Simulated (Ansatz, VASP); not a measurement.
One calculation of KCaF3, two programs

Contents of INCAR:

```
SYSTEM = KCaF3
PREC = Accurate ; ENCUT = 520
EDIFF = 1E-7 ; ISMEAR = 0
SIGMA = 0.05 ; LREAL = .FALSE.
LASPH = .TRUE. ; NELM = 100
ALGO = Fast ; ISIF = 2
LWAVE = .FALSE. ; LCHARG = .TRUE.
LELF = .TRUE. ; LVHAR = .TRUE.
NBANDS = 28
```

File KPOINTS:

```
Automatic mesh
0
G
  6 6 6
  0 0 0
```

File POSCAR:

```
KCaF3
1.0
    4.5489518900      0.0000000000      0.0000000000
    0.0000000000      4.5489518900      0.0000000000
    0.0000000000      0.0000000000      4.4817260000
K Ca F
1 1 3
Direct
    0.5000000000      0.5000000000      0.5000000000
    0.0000000000      0.0000000000      0.0000000000
    0.0000000000      0.5000000000      0.0000000000
    0.0000000000      0.0000000000      0.5000000000
    0.5000000000      0.0000000000      0.0000000000
```

Input for Ansatz:

```yaml
crystal:
  lattice:
    - [4.54895189, 0.0, 0.0]
    - [0.0, 4.54895189, 0.0]
    - [0.0, 0.0, 4.481726]
  atoms:
    - { symbol: K, position: [0.5, 0.5, 0.5] }
    - { symbol: Ca, position: [0.0, 0.0, 0.0] }
    - { symbol: F, position: [0.0, 0.5, 0.0] }
    - { symbol: F, position: [0.0, 0.0, 0.5] }
    - { symbol: F, position: [0.5, 0.0, 0.0] }
basis:
  ecutwfc: 420
kpoints:
  mp_grid: { grid: [6, 6, 6] }
hamiltonian:
  xc: lda
scf:
  occupations: { method: gaussian, width: 0.05 }
output:
  forces: true
  stress: true
  eigenvalues: true
```

Change from the starting cell: strain +0.015 along x and y, +0.000 along z, atoms carried along.

Alike in both runs: task single point; functional LDA; k mesh 6 × 6 × 6; occupations gaussian, width 0.05 eV; no spin polarisation.

|  | VASP | Ansatz |
| --- | --- | --- |
| version | VASP 6.6.1 | Ansatz 0.2.0 |
| potentials or method | VASP PAW LDA potentials, release 64 (K_sv, Ca_sv, F) | scalar-relativistic, plane waves, PAW |
| plane-wave cutoff (eV) | 520 | 420 |
| valence electrons in the cell | 40 | 40 |

|  | VASP | Ansatz | Ansatz less VASP |
| --- | --- | --- | --- |
| gap on the k mesh at the Fermi level (eV) | 5.69 | 5.68 | -0.016 |
| least direct gap on the mesh (eV) | 5.88 | 5.87 | -0.011 |
| pressure (GPa) | -6.1 | -6.3 | -0.17 |
| largest component of the traceless stress (GPa) | 0.71 | 0.67 | -0.033 |

A k mesh can miss the band edges.
